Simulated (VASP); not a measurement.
Data:

```
CELL_PARAMETERS angstrom
      0.00000     2.83334     2.83334
      2.83334     0.00000     2.83334
      2.83334     2.83334     0.00000
ATOMIC_POSITIONS crystal
  Ag 0.00000 0.00000 0.00000
  Br 0.50000 0.50000 0.50000
```

The numbers are results of PBEsol GGA with spin-orbit coupling, VASP's PBE PAW potentials (set 64) (plane waves; VASP), not measurements. Numerical set-up: 400 eV cut-off, 7×7×7 Γ-centred mesh, Gaussian smearing of 0.050 eV, potentials Ag Br.

Q: What does the run give for the energy per atom (σ→0), band gap (over mesh and band path) with the smallest direct gap where there is one?

A: 
```
Property                                               Result
---------------------------------------------  --------------
band gap (over mesh and band path)                    0.42 eV
smallest direct gap (over mesh and band path)         2.41 eV
energy per atom (σ→0)                          -2.873 eV/atom
```

The compound is AgBr in the rock salt structure. It was relaxed first, which changed the volume by -5 %.
